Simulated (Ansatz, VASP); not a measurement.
# Cross-check of HfO2 between VASP and Ansatz, part 2 of 3

Wanted: the spread between two codes on one cell, functional and k mesh. The cell is taken from a series of runs on this material, whose earlier steps may have relaxed, scaled, displaced or heated it; both programs get it as it stands.

VASP 6.6.1 and Ansatz 0.2.0.

So far: The starting structure; VASP: zone-centre phonons, LDA, pair 1.

### Step 2. VASP: zone-centre phonons, LDA, pair 1 (continued)

Level of this step: LDA; plane waves and PAW (O, Hf_pv) (VASP).

Numbers of over 12 decimals in the logs are rounded to 6 here.

Parts of OUTCAR (step 2):

```text
ion  position               nearest neighbor table
   1  0.250  0.250  0.250-   3 2.09   3 2.09   3 2.09   3 2.09
   2  0.750  0.750  0.750-   3 2.09   3 2.09   3 2.09   3 2.09
   3  0.000  0.000  0.000-   2 2.09   2 2.09   2 2.09   1 2.09   2 2.09   1 2.09   1 2.09   1 2.09

  LATTYP: Found a face centered cubic cell.
 ALAT       =     4.8291196308

 Subroutine GETGRP returns: Found 48 space group operations
 (whereof 48 operations were pure point group operations)

The static configuration has the point symmetry O_h .

 Found     29 irreducible k-points:

   k-points           NKPTS =     29   k-points in BZ     NKDIM =     29   number of bands    NBANDS=     17

   dimension x,y,z NGX =    28 NGY =   28 NGZ =   28
   dimension x,y,z NGXF=    56 NGYF=   56 NGZF=   56

   ENCUT  =  600.0 eV  44.10 Ry    6.64 a.u.   6.82  6.82  6.82*2*pi/ulx,y,z

   NELECT =      22.0000    total number of electrons

 k-points in reciprocal lattice and weights: Automatic mesh
   0.00000000  0.00000000  0.00000000       0.002
   0.12500000  0.00000000  0.00000000       0.016
   0.25000000  0.00000000  0.00000000       0.016
   0.37500000  0.00000000  0.00000000       0.016
   0.50000000  0.00000000  0.00000000       0.008
   0.12500000  0.12500000  0.00000000       0.012
   0.25000000  0.12500000  0.00000000       0.047
   0.37500000  0.12500000  0.00000000       0.047
   0.50000000  0.12500000  0.00000000       0.047
[...]
-0.37500000  0.50000000  0.12500000       0.023
  -0.25000000  0.50000000  0.25000000       0.012

 average (electrostatic) potential at core
       1 -69.4525       2 -69.4525       3 -35.5374

  Total        5.6812183      5.6812183      5.6812183      0.0000000      0.0000000      0.0000000
  in kB      323.3018270    323.3018270    323.3018270      0.0000000      0.0000000      0.0000000
  external PRESSURE =     323.3018270 kB  Pullay stress =       0.0000000 kB

  energy-cutoff  :      600.00
  volume of cell :       28.15
      direct lattice vectors                 reciprocal lattice vectors
     0.000000000  2.414559815  2.414559815    -0.207077082  0.207077082  0.207077082
     2.414559815  0.000000000  2.414559815     0.207077082 -0.207077082  0.207077082
     2.414559815  2.414559815  0.000000000     0.207077082  0.207077082 -0.207077082

 POSITION                                       TOTAL-FORCE (eV/Angst)
 -----------------------------------------------------------------------------------
      1.20728      1.20728      1.20728         0.000000      0.000000      0.000000
      3.62184      3.62184      3.62184        -0.000000     -0.000000     -0.000000
      0.00000      0.00000      0.00000         0.000000      0.000000      0.000000
 -----------------------------------------------------------------------------------
    total drift:                                0.000000      0.000000      0.000000

 MACROSCOPIC STATIC DIELECTRIC TENSOR (including local field effects in DFT)
 ------------------------------------------------------
           5.322109     0.000000    -0.000000
          -0.000000     5.322109     0.000000
           0.000000    -0.000000     5.322109
 ------------------------------------------------------

 PIEZOELECTRIC TENSOR (including local field effects)  for field in x, y, z        (C/m^2)
          XX          YY          ZZ          XY          YZ          ZX
  --------------------------------------------------------------------------------
  x     0.00000     0.00000     0.00000     0.00000     0.00000     0.00000
  y     0.00000     0.00000     0.00000     0.00000     0.00000     0.00000
  z     0.00000     0.00000     0.00000     0.00000     0.00000     0.00000

 BORN EFFECTIVE CHARGES (including local field effects) (in |e|, cummulative output)
 ---------------------------------------------------------------------------------
 ion    1
    1    -2.80248     0.00000     0.00000
    2     0.00000    -2.80248     0.00000
    3     0.00000     0.00000    -2.80248
 ion    2
    1    -2.80248     0.00000     0.00000
    2     0.00000    -2.80248     0.00000
    3     0.00000     0.00000    -2.80248
 ion    3
    1     5.60495     0.00000     0.00000
    2     0.00000     5.60495     0.00000
    3     0.00000     0.00000     5.60495

 Eigenvectors and eigenvalues of the dynamical matrix
 ----------------------------------------------------

   1 f  =   20.864776 THz   131.097254 2PiTHz  695.974013 cm-1    86.289741 meV
             X         Y         Z           dx          dy          dz
      1.207280  1.207280  1.207280     0.022893    0.668961   -0.227964
      3.621840  3.621840  3.621840    -0.022893   -0.668961    0.227964
      0.000000  0.000000  0.000000     0.000000    0.000000    0.000000

   2 f  =   20.864776 THz   131.097254 2PiTHz  695.974013 cm-1    86.289741 meV
             X         Y         Z           dx          dy          dz
      1.207280  1.207280  1.207280     0.009012   -0.228342   -0.669163
      3.621840  3.621840  3.621840    -0.009012    0.228342    0.669163
      0.000000  0.000000  0.000000     0.000000    0.000000    0.000000

   3 f  =   20.864776 THz   131.097254 2PiTHz  695.974013 cm-1    86.289741 meV
             X         Y         Z           dx          dy          dz
      1.207280  1.207280  1.207280    -0.706679    0.018759   -0.015918
      3.621840  3.621840  3.621840     0.706679   -0.018759    0.015918
      0.000000  0.000000  0.000000    -0.000000    0.000000    0.000000

   4 f  =   10.633444 THz    66.811902 2PiTHz  354.693529 cm-1    43.976373 meV
             X         Y         Z           dx          dy          dz
      1.207280  1.207280  1.207280     0.651083   -0.000000   -0.000000
      3.621840  3.621840  3.621840     0.651083   -0.000000    0.000000
      0.000000  0.000000  0.000000    -0.390105   -0.000000    0.000000

   5 f  =   10.633444 THz    66.811902 2PiTHz  354.693529 cm-1    43.976373 meV
             X         Y         Z           dx          dy          dz
      1.207280  1.207280  1.207280    -0.000000   -0.651083   -0.000000
      3.621840  3.621840  3.621840    -0.000000   -0.651083   -0.000000
      0.000000  0.000000  0.000000    -0.000000    0.390105    0.000000

   6 f  =   10.633444 THz    66.811902 2PiTHz  354.693529 cm-1    43.976373 meV
             X         Y         Z           dx          dy          dz
      1.207280  1.207280  1.207280     0.000000   -0.000000    0.651083
      3.621840  3.621840  3.621840    -0.000000   -0.000000    0.651083
      0.000000  0.000000  0.000000    -0.000000   -0.000000   -0.390105

   7 f/i=    0.002310 THz     0.014512 2PiTHz    0.077044 cm-1     0.009552 meV
             X         Y         Z           dx          dy          dz
      1.207280  1.207280  1.207280     0.267487    0.065805   -0.014541
      3.621840  3.621840  3.621840     0.267487    0.065805   -0.014541
      0.000000  0.000000  0.000000     0.892868    0.219655   -0.048536

   8 f/i=    0.002310 THz     0.014512 2PiTHz    0.077044 cm-1     0.009552 meV
             X         Y         Z           dx          dy          dz
      1.207280  1.207280  1.207280     0.048583   -0.147043    0.228274
      3.621840  3.621840  3.621840     0.048583   -0.147043    0.228274
      0.000000  0.000000  0.000000     0.162170   -0.490828    0.761975

   9 f/i=    0.002310 THz     0.014512 2PiTHz    0.077044 cm-1     0.009552 meV
             X         Y         Z           dx          dy          dz
      1.207280  1.207280  1.207280     0.046705   -0.223918   -0.154177
      3.621840  3.621840  3.621840     0.046705   -0.223918   -0.154177
      0.000000  0.000000  0.000000     0.155901   -0.747434   -0.514641

 MACROSCOPIC STATIC DIELECTRIC TENSOR IONIC CONTRIBUTION
 ------------------------------------------------------
          16.073740     0.000000     0.000000
           0.000000    16.073740     0.000000
          -0.000000     0.000000    16.073740
 ------------------------------------------------------

 ELASTIC MODULI CONTR FROM IONIC RELAXATION (kBar)
 Direction    XX          YY          ZZ          XY          YZ          ZX
 --------------------------------------------------------------------------------
 XX          -0.0000     -0.0000     -0.0000     -0.0000     -0.0000     -0.0000
 YY          -0.0000     -0.0000     -0.0000     -0.0000     -0.0000      0.0000
 ZZ          -0.0000     -0.0000     -0.0000     -0.0000     -0.0000     -0.0000
 XY          -0.0000     -0.0000     -0.0000   -924.2400     -0.0000     -0.0000
 YZ          -0.0000     -0.0000     -0.0000     -0.0000   -924.2400      0.0000
 ZX          -0.0000      0.0000     -0.0000      0.0000      0.0000   -924.2400
 --------------------------------------------------------------------------------

 PIEZOELECTRIC TENSOR IONIC CONTR  for field in x, y, z        (C/m^2)
          XX          YY          ZZ          XY          YZ          ZX
  --------------------------------------------------------------------------------
  x    -0.00000    -0.00000    -0.00000    -0.00000    -0.00000     0.00000
  y     0.00000    -0.00000     0.00000    -0.00000     0.00000     0.00000
  z     0.00000     0.00000     0.00000     0.00000     0.00000     0.00000
```

### Step 3. Ansatz: zone-centre phonons, LDA, pair 1

Ansatz runs on its PAW soft_1 files.

The same cell, functional (in two slightly different forms) and mesh now go to Ansatz, which takes its cutoff from its data sets.

input.yaml reads:

```yaml
crystal:
  lattice:
    - [0.0, 2.4145598154, 2.4145598154]
    - [2.4145598154, 0.0, 2.4145598154]
    - [2.4145598154, 2.4145598154, 0.0]
  atoms:
    - { symbol: O, position: [0.25, 0.25, 0.25] }
    - { symbol: O, position: [0.75, 0.75, 0.75] }
    - { symbol: Hf, position: [0.0, 0.0, 0.0] }
kpoints:
  mp_grid: { grid: [8, 8, 8] }
hamiltonian:
  xc: lda
  pseudopotentials: { kind: paw, azcp: { folder: soft_1 }, xc_functional: pbe }
scf:
  occupations: { method: fixed }
output:
  eigenvalues: true
phonons:
  method: dfpt
  dielectric: true
  rigid_motions: translations
```

Launch:

```sh
$ ansatz run input.yaml --threads 4 --pin off --max-ram 10240MiB --backend cpu --events-out ev --progress --plain --runs-dir out
```

What it wrote:

```text
Engine: ansatz 0.2.0, aarch64-unknown-linux-gnu
Pseudopotentials: kind: paw
Pseudopotential: O, paw, valence charge 6, recommended cutoff 420 eV (normal), soft_1/O.paw.azcp
Pseudopotential: Hf, paw, valence charge 26, recommended cutoff 420 eV (normal), soft_1/Hf.paw.azcp
Functional definition: SPW92
  exchange = slater_x
  correlation = pw_c
Crystal: 3 atoms, lattice volume = 28.154 Å³
Basis set: ecut = 420 eV, 537 PW (Γ), exchange–correlation on 48×48×48 points (8 copies of the dense FFT grid, shifted against one another)
Bands: 23, of which v1, the nominal top of the filled ones, is band 19 counted from 1 (18 counted from 0)
Symmetry: 48 space group operations
k-points: 95 of 512 (irreducible under 4 space group operations, time reversal used)
Non-local potential: O, projectors of the file, l = 0: 2, l = 1: 2, l = 2: 1
Non-local potential: Hf, projectors of the file, l = 0: 3, l = 1: 2, l = 2: 2, l = 3: 3
PAW form: soft (Blöchl's): semilocal exchange-correlation on the pseudo side does not see the compensation charge
PAW frozen core: O, regenerated for the run's functional, and the local potential with it (the file was generated under x = pbe(κ = 0.804, μ = 0.219515), c = pbe(β = 0.066725))
PAW frozen core: Hf, regenerated for the run's functional, and the local potential with it (the file was generated under x = pbe(κ = 0.804, μ = 0.219515), c = pbe(β = 0.066725))
PAW one-centre angular grid: O, 110 points (default); XC on 64 Gauss nodes
PAW one-centre angular grid: Hf, 590 points (default); XC on 64 Gauss nodes
Initial density: superposition of atomic densities (chi_scale 0.1, normalization cell, long waves kept (reshape's long-wave potential 0.00 eV rms))
Initial wavefunctions: pseudopotential atomic-orbital guess
Functional: x = slater, c = lda
SCF iter   1: F=—  HF=-16594.042847 eV  |F-HF|=—  |Δ(HF+E_count)|=         —  Δρ=9.41e-2  dr2=2.00e0  ethr=3.10e-3  ⟨swp⟩=4.0  Hψ=7384  notcnv=0  defer=171
preconditioner: auto → none  [insulator: Δε(μ)=3.510 eV  Ē_g=20.031 eV  n_scr=14 (ndim 8)  ℏωp=42.0 eV  f_vac=0.000  ε∞_Penn≈5.4]
SCF iter   2: F=—  HF=-16593.357511 eV  |F-HF|=—  |Δ(HF+E_count)|=   6.85e-1  Δρ=3.15e-2  dr2=1.94e-1  ethr=3.10e-3  ⟨swp⟩=2.2  Hψ=5083  notcnv=0  defer=167
SCF iter   3: F=—  HF=-16593.302651 eV  |F-HF|=—  |Δ(HF+E_count)|=   5.49e-2  Δρ=2.14e-2  dr2=6.91e-2  ethr=5.10e-4  ⟨swp⟩=2.0  Hψ=3791  notcnv=0  defer=190
SCF iter   4: F=—  HF=-16593.287628 eV  |F-HF|=—  |Δ(HF+E_count)|=   1.50e-2  Δρ=5.25e-3  dr2=4.50e-3  ethr=1.82e-4  ⟨swp⟩=2.1  Hψ=4206  notcnv=0  defer=190
SCF iter   5: F=—  HF=-16593.289092 eV  |F-HF|=—  |Δ(HF+E_count)|=   1.46e-3  Δρ=2.75e-3  dr2=6.73e-4  ethr=1.18e-5  ⟨swp⟩=2.1  Hψ=4008  notcnv=0  defer=190
SCF iter   6: F=—  HF=-16593.289372 eV  |F-HF|=—  |Δ(HF+E_count)|=   2.79e-4  Δρ=1.02e-3  dr2=9.21e-5  ethr=1.77e-6  ⟨swp⟩=2.1  Hψ=3078  notcnv=0  defer=146
SCF iter   7: F=—  HF=-16593.289414 eV  |F-HF|=—  |Δ(HF+E_count)|=   4.24e-5  Δρ=1.84e-4  dr2=3.05e-6  ethr=2.42e-7  ⟨swp⟩=2.0  Hψ=2838  notcnv=0  defer=20
SCF iter   8: F=—  HF=-16593.289416 eV  |F-HF|=—  |Δ(HF+E_count)|=   1.53e-6  Δρ=1.71e-5  dr2=2.63e-8  ethr=8.02e-9  ⟨swp⟩=2.0  Hψ=3728  notcnv=0  defer=1
SCF iter   9: F=—  HF=-16593.289416 eV  |F-HF|=—  |Δ(HF+E_count)|=   1.47e-8  Δρ=8.07e-7  dr2=5.60e-11  ethr=1.00e-12  ⟨swp⟩=7.5  Hψ=16711  notcnv=0
SCF iter  10: F=-16593.289416 eV  HF=-16593.289416 eV  |F-HF|=3.64e-12  |Δ(HF+E_count)|=  5.82e-11  Δρ=2.40e-8  dr2=7.28e-14  ethr=1.00e-12  ⟨swp⟩=6.3  Hψ=11586  notcnv=0
SCF 1 converged in 10 iterations: F = -16593.289416 eV  dr2 = 7.28e-14
  greatest PAW one-centre occupation: 0.999 electrons in one spin orbital (limit 2), on the Hf atom at site 2 (counted from 0), in its partial waves of l = 3
DFPT response loops at Γ: preconditioner auto → none (the input reference at scf.mixing.eps_inf says where Resta's filter doesn't serve); β = 0.50; Broyden in place of MSR1
── the response to a field inside a basis, on 8×8×8 k-points: an SCF that follows is theirs, and a resumed run solves both again ──
Bands: 20, of which v1, the nominal top of the filled ones, is band 19 counted from 1 (18 counted from 0)
k-points: 60 of 512 (irreducible under 12 space group operations)
Initial density: handed on by an earlier stage of this run
Initial wavefunctions: pseudopotential atomic-orbital guess (no wavefunctions were taken with the density)
Eigensolver: Dense (60 Hₖ)
SCF iter   1: F=—  HF=-16593.293127 eV  |F-HF|=—  |Δ(HF+E_count)|=         —  Δρ=7.18e-4  dr2=2.11e-5  ethr=1.00e-1
preconditioner: auto → none  [insulator: Δε(μ)=4.106 eV  Ē_g=16.609 eV  n_scr=14 (ndim 8)  ℏωp=42.0 eV  f_vac=0.051  ε∞_Penn≈7.4]
SCF iter   2: F=—  HF=-16593.293116 eV  |F-HF|=—  |Δ(HF+E_count)|=   1.17e-5  Δρ=3.47e-4  dr2=1.12e-5  ethr=5.55e-8
SCF iter   3: F=—  HF=-16593.293114 eV  |F-HF|=—  |Δ(HF+E_count)|=   1.69e-6  Δρ=1.83e-4  dr2=2.45e-6  ethr=2.94e-8
SCF iter   4: F=—  HF=-16593.293113 eV  |F-HF|=—  |Δ(HF+E_count)|=   8.38e-7  Δρ=4.03e-5  dr2=1.52e-7  ethr=6.45e-9
SCF iter   5: F=-16593.293113 eV  HF=-16593.293113 eV  |F-HF|=1.79e-9  |Δ(HF+E_count)|=   9.09e-9  Δρ=9.77e-6  dr2=6.79e-9  ethr=4.01e-10
SCF 1 converged in 5 iterations: F = -16593.293113 eV  dr2 = 6.79e-9
DFPT response loops at Γ: mixed as the last ones told, above
SCF converged after 10 iterations
Free energy (F): -16593.289416 eV
Harris-Foulkes:  -16593.289416 eV  (|F-HF|=3.64e-12)
Internal energy: -16593.289416 eV  (E = F + TS)
E sigma→0 (E₀):  -16593.289416 eV
Fermi energy:    17.439454 eV
--- Per-component energies (eV) ---
  E_band       = 113.135157
  E_kinetic    = 755.270385
  E_local      = -6558.399089  (includes V_loc(G=0)·N_el)
  E_nonlocal   = 190.098851
  E_hartree    = 3167.404926
  E_xc         = -409.020217
  E_vxc        = -441.076126  (∫ρ·V_xc dr)
  E_paw        = -7765.180823  (= ΣΔE_a)
  E_vpaw       = -167.570124  (= ΣTr[D̂ρ^β])
  E_aug_tail   = 0.001418  (compensation charges beyond the density's cutoff)
  E_ewald      = -5976.115798
  E_core_change = 2.650931  (= ΣΔE_core)
  E_smearing   = -0.000000  (= −TS)
  E_closure    = 0.000000  (closes the sum)
  Σ components = -16593.289416   (vs F -16593.289416, Δ=0.00e0)
--- Band table (eV; the first three rows and the last of 95) ---
  k-point 0: bands = [... 15 lower, 10.9608, 16.7331, 16.7331, 16.7331, 21.3759, 21.3759, 24.1772, 29.6892]
  k-point 1: bands = [... 15 lower, 11.5757, 16.2638, 16.3646, 16.3646, 21.7826, 21.7826, 24.7522, 28.7087]
  k-point 2: bands = [... 15 lower, 12.8860, 15.2986, 15.7537, 15.7537, 22.3674, 22.3674, 25.1619, 28.0983]
  k-point 94: bands = [... 15 lower, 14.4867, 14.4867, 15.6790, 17.1795, 22.5987, 23.0431, 25.7604, 25.7604]
--- Phonons (Γ-DFPT): 2 representative perturbations + reference, on 95 of 512 k-points (Σ response iterations 9) ---
  k mesh reduced under 4 symmetry operations, with k and −k counted as one. Each operation leaves every solved perturbation unchanged. A smaller set is not considered because the run solves the response to a homogeneous field
  ASR residual: 8.218e-6 → 0.000e0 eV/Å²; symmetrization residual: 1.036e-6 eV/Å²
  ASR residual per site (eV/Å²): 7.83e-6 7.83e-6 8.22e-6
  Γ frequencies (cm⁻¹): 0.00 0.00 0.00 352.07 352.07 352.07 696.69 696.69 696.69
  ε∞ (high-frequency dielectric tensor):
        5.406810    -0.000000    -0.000000
       -0.000000     5.406810    -0.000000
       -0.000000    -0.000000     5.406810
  ε⁰ (static dielectric tensor: ions relaxed, cell fixed):
       22.024231    -0.000000     0.000000
       -0.000000    22.024231    -0.000000
        0.000000    -0.000000    22.024231
  ε⁰ − ε∞ (ionic part):
       16.617421    -0.000000     0.000000
       -0.000000    16.617421    -0.000000
        0.000000    -0.000000    16.617421
  softest optical mode at Γ: 352.07 cm⁻¹; the repairs (sum rule, projections) moved no ω² at Γ by more than (0.54 cm⁻¹)²
  Born effective charges Z* (e; rows j = field, columns β = displacement):
    site 0:
        -2.82743    0.00000    0.00000
        -0.00000   -2.82743   -0.00000
        -0.00000   -0.00000   -2.82743
    site 1:
        -2.82743    0.00000    0.00000
         0.00000   -2.82743    0.00000
         0.00000    0.00000   -2.82743
    site 2:
         5.65486   -0.00000   -0.00000
         0.00000    5.65486   -0.00000
         0.00000   -0.00000    5.65486
  Z* charge neutrality: 3.220e-4 e pre-enforcement
  solved inside a basis spanned on kpoints, on 8×8×8 k-points, its susceptibility summed on 12×12×12: ε∞ is read to err by 1.4e-2, Z* by 2.7e-2 e (field_mesh: kpoints solves on kpoints); Z* is corrected for what the basis lacks
  optical modes at Γ without the LO–TO term, one row a degenerate level:
      ω (cm⁻¹)  modes    IR ((D/Å)²/amu)
        352.07      3            81.5679
        696.69      3             0.0000
  optical modes at Γ + LO–TO along q̂ = [1.0000, 0.0000, 0.0000]:
      ω (cm⁻¹)  modes    IR ((D/Å)²/amu)
        352.07      2            54.3786
        696.69      3             0.0000
        710.57      1            27.1893
  optical modes at Γ + LO–TO along q̂ = [0.0000, 1.0000, 0.0000]:
      ω (cm⁻¹)  modes    IR ((D/Å)²/amu)
        352.07      2            54.3786
        696.69      3             0.0000
        710.57      1            27.1893
  optical modes at Γ + LO–TO along q̂ = [0.0000, 0.0000, 1.0000]:
      ω (cm⁻¹)  modes    IR ((D/Å)²/amu)
        352.07      2            54.3786
        696.69      3             0.0000
        710.57      1            27.1893
```

### Step 4. Differences

Known differences besides the potentials themselves: fixed occupations in Ansatz, narrow Gaussian smearing in VASP; VASP's response is taken on the typed mesh, Ansatz refines its own for the field response alone; the data sets hold 38 valence electrons in Ansatz (on its PAW soft_1 files) and 22 in VASP; the cutoff is 420 eV in Ansatz and 600 eV in VASP; VASP's log shows a relativistic correction to its local exchange, Ansatz's none. Total energies have different zeros and are not compared.

Compared:

```csv
quantity,Ansatz,VASP,difference
ε∞ xx,5.41,5.32,+1.59 %
ε∞ yy,5.41,5.32,+1.59 %
ε∞ zz,5.41,5.32,+1.59 %
Born charge of O1 (mean of the diagonal) (e),-2.83,-2.80,-0.02
Born charge of Hf3 (mean of the diagonal) (e),5.65,5.60,+0.05
optical mode 1 to 3 (cm⁻¹),352.1,354.7,-0.74 %
optical mode 4 to 6 (cm⁻¹),696.7,696.0,+0.10 %
```

Modes are paired by rising frequency, not by their patterns, so a pair may set unlike modes beside each other; they are those without the splitting of longitudinal modes.

[end of part 2 of 3]

[Lines on the potential files, build, host, timing and source positions are cut from VASP's logs without a mark.]

[Logs are printed without paths, hosts, clocks, repeated set-up lines and the standing remarks that a program may print on its own settings, such as how far it seeks lower states.]

[Hosts, paths, dates, database ids (printed as entryN), source tags and the programs' standing remarks are cut or masked in the printed files.]
